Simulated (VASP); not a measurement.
# LaMg6Si under changes of volume

One of the cells (24.861 Å³/atom); the others are scaled copies at fixed shape and fractional positions:

```xyz
8
Lattice="4.9327 0.0000 0.0000 0.0000 2.9757 6.7751 0.0000 -2.9757 6.7751" Properties=species:S:1:pos:R:3 pbc="T T T"
La    2.4663    0.0000    2.6751
Si    2.4663    0.0000    8.5211
Mg    0.0000    0.0000   10.6380
Mg    0.0000    0.0000    4.9039
Mg    0.0000   -1.4782    7.7610
Mg    0.0000    1.4782    7.7610
Mg    2.4663   -1.5101    5.9702
Mg    2.4663    1.5101    5.9702
```

The cell comes from a database or a generator and needn't be the stable form of this composition.

| Quantity | Value |
| --- | --- |
| Program | VASP 6.6.1 |
| Functional | PBE |
| Potentials or basis | VASP PAW PBE potentials, release 64 (La, Si, Mg) |
| Cutoff | 520 eV |
| k mesh | 6 × 5 × 5 |
| Occupations | fermi-dirac, width 0.05 eV |
| Spin | no spin polarisation |

```csv
volume (Å³/atom),energy over the lowest point (meV/atom),pressure (GPa),largest force (eV/Å)
22.911,?,?,?
23.399,3.68,1.7,0.098
23.886,0.00,0.7,0.059
24.861,0.62,-0.9,0.033
25.349,4.42,-1.6,0.042
25.836,10.26,-2.2,0.070
```

**Question.** What does the run at 22.911 Å³/atom give?

**Answer.** Energy over the lowest point 10.38 meV/atom; pressure 2.7 GPa; largest force 0.141 eV/Å.

Worked out: A Birch-Murnaghan fit of order 3 (a polynomial in V^(-2/3)) to the other rows has its minimum at 24.31 Å³/atom with B0 = V·E''(V) = 41 GPa and B' = 4.0 at fixed shape and positions, which overstates the stiffness. It gives 10.41 meV/atom at 22.911 Å³/atom, against the run's 10.38, and -dE/dV = 2.7 GPa, against 2.7.

Energies are extrapolated to zero smearing.
